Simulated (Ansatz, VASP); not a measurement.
## Two plane-wave programs on CsPbI2Br

File INCAR:

```
ALGO = Normal
EDIFF = 1E-6
ENCUT = 520
GGA = PS
ISIF = 2
ISMEAR = 0
LASPH = True
LCHARG = True
LELF = True
LREAL = False
LVHAR = True
LWAVE = False
NBANDS = 30
NELM = 100
PREC = Accurate
SIGMA = 0.05
```

Contents of KPOINTS:

```
k-points
0
Gamma
  4 4 6
```

File POSCAR:

```
CsPbI2Br
1.0
    6.6940608000      0.0000000000      0.0000000000
    0.0000000000      6.6940608000      0.0000000000
    0.0000000000      0.0000000000      5.9622200000
Cs Pb I Br
1 1 2 1
Direct
    0.5000000000      0.5000000000      0.5000000000
    0.0000000000      0.0000000000      0.0000000000
    0.0000000000      0.5000000000      0.0000000000
    0.5000000000      0.0000000000      0.0000000000
    0.0000000000      0.0000000000      0.5000000000
```

Input for Ansatz:

```yaml
crystal:
  lattice:
    - [6.6940608, 0.0, 0.0]
    - [0.0, 6.6940608, 0.0]
    - [0.0, 0.0, 5.96222]
  atoms:
    - { symbol: Cs, position: [0.5, 0.5, 0.5] }
    - { symbol: Pb, position: [0.0, 0.0, 0.0] }
    - { symbol: I, position: [0.0, 0.5, 0.0] }
    - { symbol: I, position: [0.5, 0.0, 0.0] }
    - { symbol: Br, position: [0.0, 0.0, 0.5] }
basis:
  ecutwfc: 420
kpoints:
  mp_grid: { grid: [4, 4, 6] }
hamiltonian:
  xc: pbesol
scf:
  occupations: { method: gaussian, width: 0.05 }
output:
  forces: true
  stress: true
  eigenvalues: true
```

Change from the starting cell: strain +0.050 along x and y, +0.000 along z, atoms carried along.

Alike in both runs: task single point; functional PBEsol; k mesh 4 × 4 × 6; occupations gaussian, width 0.05 eV; no spin polarisation.

```csv
,VASP,Ansatz
version,VASP 6.6.1,Ansatz 0.2.0
potentials or method,"VASP PAW PBE potentials, release 64 (Cs_sv, Pb_d, I, Br)","scalar-relativistic, plane waves, PAW"
plane-wave cutoff (eV),520,420
valence electrons in the cell,44,64
```

Ansatz gave:

```
gap on the k mesh at the Fermi level (eV)       : 1.56
least direct gap on the mesh (eV)               : 1.56
pressure (GPa)                                  : -1.8
largest component of the traceless stress (GPa) : 0.57
```

Task: Estimate VASP's values.

Result: gap on the k mesh at the Fermi level (eV): 1.56; least direct gap on the mesh (eV): 1.56; pressure (GPa): -1.9; largest component of the traceless stress (GPa): 0.58.

With one functional, cell and mesh, what is left measures potentials, basis and numerics. The two sets of potentials don't hold the same shells in valence.

Caveats: the PAW data sets were made with another functional, which shifts forces and pressure a little (VASP); spin-orbit coupling is left out, which as a rule narrows the gap of such compounds by several tenths of an eV. A k mesh can miss the band edges.
